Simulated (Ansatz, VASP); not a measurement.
## Si8N2O13 (amorphous SiO1.62N0.25) in two plane-wave programs

Wanted: the spread between two codes on one cell, functional and k mesh. The structure shown is the start of the Ansatz relaxation below; VASP solves that cell, so the two are compared at the walk's first step.

Program: Ansatz 0.2.0. Level of theory: plane waves, with VASP 6.6.1 beside it; single point at PBE. Results are calculated unless marked as measured.

### Step 1. Starting point

The cell holds 92 atoms: 32 Si, 8 N and 52 O. Its edges and angles: a = 10.990 Å, b = 10.990 Å, c = 10.990 Å, α = 90.0°, β = 90.0°, γ = 90.0°. 92 atoms (32 Si, 8 N, 52 O) packed at random and pushed apart as soft spheres at 2.31 g/cm^3; MD (Langevin at fixed volume unless said) with the MACE-MP-0b2 small potential (Batatia et al., arXiv:2401.00096), steps of 1.5 fs: 0.525 ps at 3200 K, 3200 to 1920 K in 0.525 ps, 1920 to 300 K in 1.5 ps; then atoms relaxed.

### Step 2. Ansatz: relaxation, PBE

Ansatz runs on its default PAW (the set named soft_2) files.

The two programs are compared at the cell with which this relaxation starts, whose forces are those of its first step.

input.yaml reads:

```yaml
crystal:
  lattice:
    - [10.99038, 0.0, 0.0]
    - [0.0, 10.99038, 0.0]
    - [0.0, 0.0, 10.99038]
  atoms:
    - { symbol: Si, position: [0.67938, 0.75053, 0.48547] }
    - { symbol: Si, position: [0.80776, 0.05648, 0.27471] }
    - { symbol: Si, position: [0.53457, 0.39902, 0.97028] }
    - { symbol: Si, position: [0.29121, 0.92694, 0.05134] }
    - { symbol: Si, position: [0.55758, 0.01785, 0.98658] }
    - { symbol: Si, position: [0.0078, 0.26971, 0.85416] }
    - { symbol: Si, position: [0.75848, 0.3373, 0.27167] }
    - { symbol: Si, position: [0.92598, 0.04309, 0.72338] }
    - { symbol: Si, position: [0.81459, 0.5056, 0.4786] }
    - { symbol: Si, position: [0.47067, 0.1527, 0.55116] }
    - { symbol: Si, position: [0.20685, 0.20578, 0.46361] }
    - { symbol: Si, position: [0.47839, 0.75616, 0.2999] }
    - { symbol: Si, position: [0.81104, 0.8883, 0.91564] }
    - { symbol: Si, position: [0.53653, 0.22476, 0.18663] }
    - { symbol: Si, position: [0.18289, 0.75304, 0.35779] }
    - { symbol: Si, position: [0.40938, 0.51009, 0.82777] }
    - { symbol: Si, position: [0.15779, 0.37688, 0.0628] }
    - { symbol: Si, position: [0.27459, 0.16508, 0.20413] }
    - { symbol: Si, position: [0.05221, 0.6365, 0.59977] }
    - { symbol: Si, position: [0.64134, 0.56377, 0.67419] }
    - { symbol: Si, position: [0.13041, 0.62182, 0.82532] }
    - { symbol: Si, position: [0.04648, 0.404, 0.6073] }
    - { symbol: Si, position: [0.59722, 0.99536, 0.45631] }
    - { symbol: Si, position: [0.05039, 0.98238, 0.46669] }
    - { symbol: Si, position: [0.19423, 0.66536, 0.09204] }
    - { symbol: Si, position: [0.68246, 0.85007, 0.13926] }
    - { symbol: Si, position: [0.04544, 0.02647, 0.96175] }
    - { symbol: Si, position: [0.94353, 0.24017, 0.09952] }
    - { symbol: Si, position: [0.68487, 0.60634, 0.25774] }
    - { symbol: Si, position: [0.52714, 0.23955, 0.81534] }
    - { symbol: Si, position: [0.84219, 0.01001, 0.53082] }
    - { symbol: Si, position: [0.86882, 0.64175, 0.78867] }
    - { symbol: "N", position: [0.91024, 0.03216, 0.39228] }
    - { symbol: "N", position: [0.8345, 0.20672, 0.208] }
    - { symbol: "N", position: [0.97149, 0.94845, 0.60094] }
    - { symbol: "N", position: [0.67159, 0.90863, 0.99072] }
    - { symbol: "N", position: [0.53592, 0.61838, 0.28942] }
    - { symbol: "N", position: [0.95809, 0.50887, 0.53564] }
    - { symbol: "N", position: [0.02332, 0.11118, 0.82728] }
    - { symbol: "N", position: [0.7621, 0.64451, 0.40355] }
    - { symbol: O, position: [0.41358, 0.18333, 0.25295] }
    - { symbol: O, position: [0.42136, 0.95998, 0.98984] }
    - { symbol: O, position: [0.12474, 0.6859, 0.96333] }
    - { symbol: O, position: [0.26765, 0.02139, 0.16582] }
    - { symbol: O, position: [0.49938, 0.54124, 0.94843] }
    - { symbol: O, position: [0.62442, 0.27644, 0.29157] }
    - { symbol: O, position: [0.03328, 0.12047, 0.07865] }
    - { symbol: O, position: [0.12181, 0.72123, 0.71476] }
    - { symbol: O, position: [0.12989, 0.67875, 0.47565] }
    - { symbol: O, position: [0.54057, 0.85356, 0.19598] }
    - { symbol: O, position: [0.89769, 0.27556, 0.95891] }
    - { symbol: O, position: [0.63403, 0.70341, 0.61762] }
    - { symbol: O, position: [0.11846, 0.88675, 0.3769] }
    - { symbol: O, position: [0.12665, 0.31436, 0.52108] }
    - { symbol: O, position: [0.1353, 0.69056, 0.2283] }
    - { symbol: O, position: [0.12356, 0.34356, 0.91847] }
    - { symbol: O, position: [0.18521, 0.19982, 0.31644] }
    - { symbol: O, position: [0.63318, 0.32706, 0.88064] }
    - { symbol: O, position: [0.71981, 0.91303, 0.52627] }
    - { symbol: O, position: [0.83366, 0.12444, 0.62892] }
    - { symbol: O, position: [0.25424, 0.26788, 0.09851] }
    - { symbol: O, position: [0.21798, 0.51229, 0.08918] }
    - { symbol: O, position: [0.81782, 0.37887, 0.39869] }
    - { symbol: O, position: [0.56341, 0.82654, 0.41946] }
    - { symbol: O, position: [0.35146, 0.22141, 0.49529] }
    - { symbol: O, position: [0.93908, 0.92633, 0.98349] }
    - { symbol: O, position: [0.73802, 0.47289, 0.20467] }
    - { symbol: O, position: [0.58371, 0.1152, 0.09778] }
    - { symbol: O, position: [0.66672, 0.03571, 0.33008] }
    - { symbol: O, position: [0.90713, 0.69208, 0.65176] }
    - { symbol: O, position: [0.79928, 0.93554, 0.18729] }
    - { symbol: O, position: [0.13546, 0.51177, 0.66247] }
    - { symbol: O, position: [0.33394, 0.76905, 0.34304] }
    - { symbol: O, position: [0.48147, 0.22746, 0.67952] }
    - { symbol: O, position: [0.61558, 0.14085, 0.514] }
    - { symbol: O, position: [0.15519, 0.07713, 0.51355] }
    - { symbol: O, position: [0.69613, 0.47545, 0.56949] }
    - { symbol: O, position: [0.98588, 0.56298, 0.83892] }
    - { symbol: O, position: [0.45439, 0.00383, 0.51413] }
    - { symbol: O, position: [0.73043, 0.70993, 0.15608] }
    - { symbol: O, position: [0.54932, 0.10313, 0.86362] }
    - { symbol: O, position: [0.29611, 0.78023, 0.08496] }
    - { symbol: O, position: [0.41659, 0.34914, 0.86847] }
    - { symbol: O, position: [0.27733, 0.56539, 0.83557] }
    - { symbol: O, position: [0.03103, 0.35572, 0.14131] }
    - { symbol: O, position: [0.74071, 0.56103, 0.78402] }
    - { symbol: O, position: [0.49917, 0.52803, 0.71058] }
    - { symbol: O, position: [0.51424, 0.34559, 0.10124] }
    - { symbol: O, position: [0.98532, 0.32487, 0.71894] }
    - { symbol: O, position: [0.82817, 0.74631, 0.88454] }
    - { symbol: O, position: [0.81412, 0.97083, 0.79367] }
    - { symbol: O, position: [0.17832, 0.96054, 0.95922] }
kpoints:
  mp_grid: { grid: [1, 1, 1] }
hamiltonian:
  xc: pbe
scf:
  occupations: { method: fermi_dirac, width: 0.025 }
output:
  forces: true
relax:
  f_tol: 0.04
  max_steps: 250
  cell: {}
```

Launch:

```
> ansatz run input.yaml --threads 4 --pin off --max-ram 8192MiB --backend cpu --events-out ev --progress --plain --runs-dir out
```

Numbers of over 12 decimals in the logs are rounded to 6 here.

Output:

```text
Engine: ansatz 0.2.0, aarch64-unknown-linux-gnu
Pseudopotentials: kind: paw
Pseudopotential: Si, paw, valence charge 4, recommended cutoff 420 eV (normal), Si.paw.azcp
Pseudopotential: N, paw, valence charge 5, recommended cutoff 420 eV (normal), N.paw.azcp
Pseudopotential: O, paw, valence charge 6, recommended cutoff 420 eV (normal), O.paw.azcp
Functional definition: PBE
  parameter kappa = 0.804
  parameter beta = 0.066725
  exchange = pbe_x(kappa = kappa, mu = beta*pi^2/3)
  correlation = pbe_c(beta = beta)
Crystal: 92 atoms, lattice volume = 1327.511 Å³
Basis set: ecut = 420 eV, 25821 PW (Γ), exchange–correlation on 150×150×150 points (8 copies of the dense FFT grid, shifted against one another)
Bands: 332, of which v1, the nominal top of the filled ones, is band 240 counted from 1 (239 counted from 0)
Symmetry: 1 space group operations
Space group: P1 (ITA 1), of the structure as read, at distance tolerance 1.1e-4 Å
k-points: 1
Non-local potential: Si, projectors of the file, l = 0: 2, l = 1: 2, l = 2: 2
Non-local potential: N, projectors of the file, l = 0: 2, l = 1: 2, l = 2: 1
Non-local potential: O, projectors of the file, l = 0: 2, l = 1: 2, l = 2: 1
PAW form: soft (Blöchl's): semilocal exchange-correlation on the pseudo side does not see the compensation charge
PAW one-centre angular grid: Si, 110 points (default); XC on 64 Gauss nodes
PAW one-centre angular grid: N, 110 points (default); XC on 64 Gauss nodes
PAW one-centre angular grid: O, 110 points (default); XC on 64 Gauss nodes
Initial density: superposition of atomic densities (neutral atoms: chi_scale 0, normalization atom), corrected by the library's trained network
Initial wavefunctions: pseudopotential atomic-orbital guess
Functional: x = pbe(κ = 0.804, μ = 0.219515), c = pbe(β = 0.066725)
SCF iter   1: F=—  HF=-53004.311778 eV  |F-HF|=—  |Δ(HF+E_count)|=         —  Δρ=3.53e-3  dr2=2.91e-1  ethr=1.77e-3  ⟨swp⟩=6.0  Hψ=1553  notcnv=0  defer=44
preconditioner: auto → Resta (q_TF=auto, 2.303 Å⁻¹)  ε∞=3.1  [insulator: Δε(μ)=2.783 eV  Ē_g=15.514 eV  σ=0.025 eV  W_gap=1.00  n_scr=256 (ndim 8)  ℏωp=22.3 eV  f_vac=0.222  D(μ)=0.00/eV (n_scr^D=0)  ε∞_Penn≈3.1  vacuum switching on, ρ_ref=1.7e-2 e/Å³]
SCF iter   2: F=—  HF=-53004.266035 eV  |F-HF|=—  |Δ(HF+E_count)|=   4.57e-2  Δρ=1.75e-3  dr2=5.12e-2  ethr=6.07e-5  ⟨swp⟩=2.0  Hψ=543  notcnv=0  defer=86
SCF iter   3: F=—  HF=-53004.259265 eV  |F-HF|=—  |Δ(HF+E_count)|=   6.77e-3  Δρ=7.53e-4  dr2=8.72e-3  ethr=1.07e-5  ⟨swp⟩=2.0  Hψ=432  notcnv=0  defer=86
SCF iter   4: F=—  HF=-53004.258160 eV  |F-HF|=—  |Δ(HF+E_count)|=   1.10e-3  Δρ=2.81e-4  dr2=8.65e-4  ethr=1.82e-6  ⟨swp⟩=2.0  Hψ=442  notcnv=0  defer=86
SCF iter   5: F=—  HF=-53004.258296 eV  |F-HF|=—  |Δ(HF+E_count)|=   1.36e-4  Δρ=1.18e-4  dr2=1.36e-4  ethr=1.80e-7  ⟨swp⟩=2.0  Hψ=486  notcnv=0  defer=86
SCF iter   6: F=—  HF=-53004.258308 eV  |F-HF|=—  |Δ(HF+E_count)|=   1.19e-5  Δρ=3.29e-5  dr2=1.01e-5  ethr=2.83e-8  ⟨swp⟩=2.0  Hψ=478  notcnv=0  defer=86
SCF iter   7: F=—  HF=-53004.256165 eV  |F-HF|=—  |Δ(HF+E_count)|=   2.14e-3  Δρ=1.21e-5  dr2=1.45e-6  ethr=2.10e-9  ⟨swp⟩=2.0  Hψ=572  notcnv=0  defer=86
SCF iter   8: F=—  HF=-53004.256165 eV  |F-HF|=—  |Δ(HF+E_count)|=   5.11e-7  Δρ=4.77e-6  dr2=2.40e-7  ethr=3.01e-10  ⟨swp⟩=2.0  Hψ=480  notcnv=0  defer=86
SCF iter   9: F=-53004.256165 eV  HF=-53004.256165 eV  |F-HF|=4.15e-10  |Δ(HF+E_count)|=   3.93e-8  Δρ=1.39e-6  dr2=2.01e-8  ethr=2.08e-11  ⟨swp⟩=5.0  Hψ=1005  notcnv=0
SCF 1 converged in 9 iterations: F = -53004.256165 eV  dr2 = 2.01e-8
  greatest PAW one-centre occupation: 0.870 electrons in one spin orbital (limit 2), on the O atom at site 59 (counted from 0), in its partial waves of l = 0
relax step   1: F+E_penalty+E_count = -53004.25616518 eV  Δ(F+E_penalty+E_count) = +0.000e0 eV  max|allowed force component| = 5.525e-1 eV/Å  Δτ_max = 0.0000 Å  P = -1.540 GPa  Ω = 1327.511 Å³  (9 SCF iters, dr2 threshold 1.00e-7 eV, accepted)
Crystal: 92 atoms, lattice volume = 1317.066 Å³
Basis set: ecut = 420 eV, 25753 PW (Γ), exchange–correlation on 150×150×150 points (8 copies of the dense FFT grid, shifted against one another)
Initial density: handed on by an earlier stage of this run
Initial wavefunctions: those handed on with the density
iter 1 solved again at ethr=6.33e-5 eV; its pass at ethr=3.10e-3 eV (dr2=3.04e-1 eV) is discarded
SCF iter   1: F=—  HF=-53005.157495 eV  |F-HF|=—  |Δ(HF+E_count)|=         —  Δρ=6.27e-3  dr2=3.01e-1  ethr=6.33e-5  ⟨swp⟩=8.0  Hψ=1742  notcnv=0
preconditioner: auto → Resta (q_TF=auto, 2.306 Å⁻¹)  ε∞=3.1  [insulator: Δε(μ)=2.737 eV  Ē_g=15.586 eV  σ=0.025 eV  W_gap=1.00  n_scr=252 (ndim 8)  ℏωp=22.4 eV  f_vac=0.216  D(μ)=0.00/eV (n_scr^D=0)  ε∞_Penn≈3.1]
SCF iter   2: F=—  HF=-53005.110630 eV  |F-HF|=—  |Δ(HF+E_count)|=   4.69e-2  Δρ=3.26e-3  dr2=7.31e-2  ethr=6.28e-5  ⟨swp⟩=6.0  Hψ=449  notcnv=0  defer=1
[...]
atom  83  O     -0.00027743    -0.00054596    -0.00042381
  atom  84  O      0.00193546    -0.00266252    -0.00093790
  atom  85  O     -0.00244350    -0.00108066     0.00063645
  atom  86  O      0.00207864    -0.00035277     0.00190805
  atom  87  O      0.00444188    -0.00218007     0.00297488
  atom  88  O     -0.00290032     0.00103974    -0.00303519
  atom  89  O      0.00071810     0.00170622    -0.00032849
  atom  90  O     -0.00050066     0.00162240    -0.00234338
  atom  91  O     -0.00352261    -0.00304204     0.00455649
  atom  92  O     -0.00478925     0.00219987    -0.00172489
  max |Σ_I F_I| component: 9.57e-6 eV/Å
--- Stress (GPa, compression-positive) ---
       -0.011343      -0.001222       0.005523
       -0.001221      -0.006000      -0.002747
        0.005521      -0.002748       0.003213
  P = ⅓ Tr σ = -0.0047 GPa (-0.047 kbar)
--- Relaxed structure (12 steps of the walk, 12 accepted, 3 SCFs on fresh bases) ---
  F+E_penalty+E_count = -53006.02441689 eV   max|allowed force component| = 1.577e-2 eV/Å   (the final SCF, on the basis selected at the relaxed cell)
  cell:  # Å, volume = 1288.4490 Å³
    - [10.571404, -0.000693056, 0.302739]
    - [-0.000693056, 10.650986, -0.061989]
    - [0.302739, -0.061989, 11.452158]
  atoms:
    - { symbol: Si, position: [0.679452, 0.753383, 0.488657] }
    - { symbol: Si, position: [0.808602, 0.064492, 0.279779] }
    - { symbol: Si, position: [0.536448, 0.402860, 0.965089] }
    - { symbol: Si, position: [0.286139, 0.928219, 0.060469] }
    - { symbol: Si, position: [0.566727, 0.024588, 0.992932] }
    - { symbol: Si, position: [0.00731165, 0.268815, 0.855019] }
    - { symbol: Si, position: [0.761924, 0.343610, 0.275414] }
    - { symbol: Si, position: [0.926292, 0.038814, 0.722015] }
    - { symbol: Si, position: [0.815416, 0.502604, 0.479614] }
    - { symbol: Si, position: [0.468793, 0.161687, 0.555500] }
    - { symbol: Si, position: [0.211934, 0.208093, 0.453670] }
    - { symbol: Si, position: [0.482196, 0.755915, 0.301478] }
    - { symbol: Si, position: [0.812224, 0.875965, 0.911806] }
    - { symbol: Si, position: [0.541735, 0.239021, 0.179740] }
    - { symbol: Si, position: [0.176650, 0.746623, 0.357506] }
    - { symbol: Si, position: [0.402365, 0.505596, 0.829078] }
    - { symbol: Si, position: [0.162869, 0.370834, 0.053364] }
    - { symbol: Si, position: [0.271045, 0.167875, 0.201825] }
    - { symbol: Si, position: [0.062061, 0.636166, 0.608737] }
    - { symbol: Si, position: [0.633986, 0.558822, 0.666338] }
    - { symbol: Si, position: [0.123685, 0.632049, 0.842867] }
    - { symbol: Si, position: [0.043763, 0.399197, 0.610395] }
    - { symbol: Si, position: [0.592908, 0.997845, 0.456168] }
    - { symbol: Si, position: [0.047910, 0.983903, 0.453259] }
    - { symbol: Si, position: [0.188090, 0.659307, 0.098677] }
    - { symbol: Si, position: [0.693867, 0.856411, 0.145537] }
    - { symbol: Si, position: [0.048261, 0.018618, 0.952966] }
    - { symbol: Si, position: [0.938185, 0.239085, 0.091784] }
    - { symbol: Si, position: [0.696744, 0.611349, 0.261377] }
    - { symbol: Si, position: [0.524967, 0.232074, 0.815314] }
    - { symbol: Si, position: [0.838145, 0.030010, 0.537312] }
    - { symbol: Si, position: [0.863236, 0.633433, 0.785708] }
    - { symbol: N, position: [0.904733, 0.052351, 0.398953] }
    - { symbol: N, position: [0.833663, 0.211190, 0.208028] }
    - { symbol: N, position: [0.973690, 0.961293, 0.590445] }
    - { symbol: N, position: [0.680764, 0.910944, 1.001821] }
    - { symbol: N, position: [0.540263, 0.614087, 0.286392] }
    - { symbol: N, position: [0.953632, 0.507203, 0.545632] }
    - { symbol: N, position: [0.022119, 0.104846, 0.825972] }
    - { symbol: N, position: [0.765637, 0.643760, 0.406030] }
    - { symbol: O, position: [0.416584, 0.176670, 0.238422] }
    - { symbol: O, position: [0.426755, 0.967952, 1.014860] }
    - { symbol: O, position: [0.110392, 0.684669, 0.980339] }
    - { symbol: O, position: [0.243584, 0.019687, 0.173097] }
    - { symbol: O, position: [0.496337, 0.546141, 0.936358] }
    - { symbol: O, position: [0.615540, 0.293865, 0.288758] }
    - { symbol: O, position: [0.025370, 0.113261, 0.066641] }
    - { symbol: O, position: [0.134308, 0.719558, 0.727422] }
    - { symbol: O, position: [0.135842, 0.687456, 0.485175] }
    - { symbol: O, position: [0.545965, 0.859420, 0.204168] }
    - { symbol: O, position: [0.891390, 0.278227, 0.960557] }
    - { symbol: O, position: [0.628711, 0.704324, 0.616370] }
    - { symbol: O, position: [0.090322, 0.874684, 0.359492] }
    - { symbol: O, position: [0.108161, 0.289503, 0.527979] }
    - { symbol: O, position: [0.135686, 0.669441, 0.237250] }
    - { symbol: O, position: [0.130931, 0.334265, 0.916252] }
    - { symbol: O, position: [0.191011, 0.228007, 0.314254] }
    - { symbol: O, position: [0.634394, 0.323675, 0.873299] }
    - { symbol: O, position: [0.717336, 0.919633, 0.526249] }
    - { symbol: O, position: [0.823473, 0.129377, 0.649093] }
    - { symbol: O, position: [0.259927, 0.259808, 0.089875] }
    - { symbol: O, position: [0.227218, 0.507819, 0.080334] }
    - { symbol: O, position: [0.824460, 0.375548, 0.396843] }
    - { symbol: O, position: [0.563141, 0.827844, 0.420807] }
[...]
- { symbol: O, position: [0.029439, 0.356029, 0.131406] }
    - { symbol: O, position: [0.735073, 0.548557, 0.767565] }
    - { symbol: O, position: [0.487080, 0.520817, 0.708534] }
    - { symbol: O, position: [0.522518, 0.364644, 0.097722] }
    - { symbol: O, position: [0.983183, 0.327554, 0.728800] }
    - { symbol: O, position: [0.806986, 0.727587, 0.887840] }
    - { symbol: O, position: [0.817130, 0.952385, 0.790450] }
    - { symbol: O, position: [0.190405, 0.960515, 0.956954] }
```

(Part 1 of 2 ends here.)

[Lines on the potential files, build, host, timing and source positions are cut from VASP's logs without a mark.]

[Logs are printed without paths, hosts, clocks, repeated set-up lines and the standing remarks that a program may print on its own settings, such as how far it seeks lower states.]

[Hosts, paths, dates, database ids (printed as entryN), source tags and the programs' standing remarks are cut or masked in the printed files.]
